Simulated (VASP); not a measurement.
A cell of MgSe (rock salt) near equilibrium:

```yaml
crystal:
  lattice:
    - [0.00000, 2.73241, 2.73241]
    - [2.73241, 0.00000, 2.73241]
    - [2.73241, 2.73241, 0.00000]
  atoms:
    - { symbol: Mg, position: [0.00000, 0.00000, 0.00000] }
    - { symbol: Se, position: [0.50000, 0.50000, 0.50000] }
```

Method: r2SCAN meta-GGA, VASP's PBE PAW potentials (set 64) (plane waves; VASP).

```tsv
run	ΔE (meV/atom)	σxx	σyy	σzz	largest shear component, with its sign (GPa)	largest force (eV/Å)	gap (eV)
as it is	0.0	-0.02	-0.02	-0.02	0.00	0.000	2.45
after one change	11.0	-1.40	-1.40	-3.99	0.00	0.000	2.21
```
Stress is in GPa, positive when the cell is compressed; gaps are those on the k-mesh, and 0.00 means metallic.

### Question
Which change was made?
A. uniaxial strain of +4.0 % along z
B. atom 1 (Mg) moved by -0.150 Å along y
C. isotropic strain of -4.0 %
D. biaxial strain of -1.5 % in the yz plane

### Answer
A, uniaxial strain of +4.0 % along z

The compound is MgSe in the rock salt structure.
